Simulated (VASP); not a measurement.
Input for VASP

### INCAR
```
ALGO=Normal
EDIFF=1E-6
ENCUT=300
GGA=PE
ISIF=2
ISMEAR=-1
LASPH=T
LCHARG=F
LMAXMIX=6
LREAL=F
LWAVE=F
NELM=100
PREC=Accurate
SIGMA=0.1
SYSTEM=ScRe
```

### KPOINTS
```
K-points
0
G
  6 6 5
0 0 0
```

POSCAR:
```
ScRe
1
    3.0809930000     0.0000000000     0.0000000000
    0.0000000000     3.0809930000     0.0000000000
    0.0000000000     0.0000000000     4.0383020000
Sc Re
1 1
Direct
  0.4875490000   0.5043270000   0.4980190000
  0.0124510000  -0.0043270000   0.0019810000
```

POTCAR, in this order: Sc_sv Re (PBE.64 set). Program: vasp_std.

Question: Write an equivalent input for Quantum ESPRESSO's pw.x.

Answer: One equivalent input (not run):
```
&CONTROL
  calculation = 'scf'
  pseudo_dir = './pseudo'
  outdir = './out'
  tprnfor = .true.
  tstress = .true.
/
&SYSTEM
  ibrav = 0
  nat = 2
  ntyp = 2
  ecutwfc = 78
  occupations = 'smearing'
  smearing = 'fermi-dirac'
  degauss = 0.00735
  input_dft = 'pbe'
/
&ELECTRONS
  conv_thr = 7.3e-08
  electron_maxstep = 100
/
ATOMIC_SPECIES
  Sc 44.956 Sc.upf
  Re 186.207 Re.upf
CELL_PARAMETERS angstrom
     3.0809930    0.0000000    0.0000000
     0.0000000    3.0809930    0.0000000
     0.0000000    0.0000000    4.0383020
ATOMIC_POSITIONS crystal
  Sc   0.4875490  0.5043270  0.4980190
  Re   0.0124510 -0.0043270  0.0019810
K_POINTS automatic
  6 6 5 0 0 0
```
Limits of the translation: the potentials are each code's own (VASP's PAW set, PseudoDojo norm-conserving files in pw.x), so ENCUT and ecutwfc are chosen apart and not converted; conv_thr bounds pw.x's estimated SCF error, while EDIFF bounds the energy change between steps.

The structure was generated: ScRe was put into an ordered model structure, which need not be its known phase. The cell was not relaxed at this level, atoms are displaced from their ideal sites. The k-mesh is coarse (spacing up to 0.34 per Å, 2π included), so the numbers may not be converged in it.
